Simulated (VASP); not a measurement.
```xyz
1
Lattice="0.0000 1.7600 1.7600 1.7600 0.0000 1.7600 1.7600 1.7600 0.0000" Properties=species:S:1:pos:R:3 pbc="T T T"
Ni     0.0000     0.0000     0.0000
```
Starting moments (μB, in the order of the record's atoms Ni): 0.8.

Method: PBE GGA, VASP's PBE PAW potentials (set 64) (plane waves; VASP). Settings: 400 eV cut-off, 4×4×4 Γ-centred mesh, first-order Methfessel-Paxton smearing of 0.10 eV, potentials Ni.

Question: Give the stress tensor in GPa (positive for a compressed cell).

Answer: 
```
-5.19   0.00   0.00
 0.00  -5.19   0.00
 0.00   0.00  -5.19
```
The pressure is its mean diagonal, -5.19 GPa.

The compound is Ni in the fcc structure. The cell was not relaxed at this level. The k-mesh is coarse (spacing up to 0.77 per Å, 2π included), so the numbers may not be converged in it. The run is one of a series of settings (KPOINTS 4×4×4 Γ-centred mesh against the base run), some of them coarse on purpose.
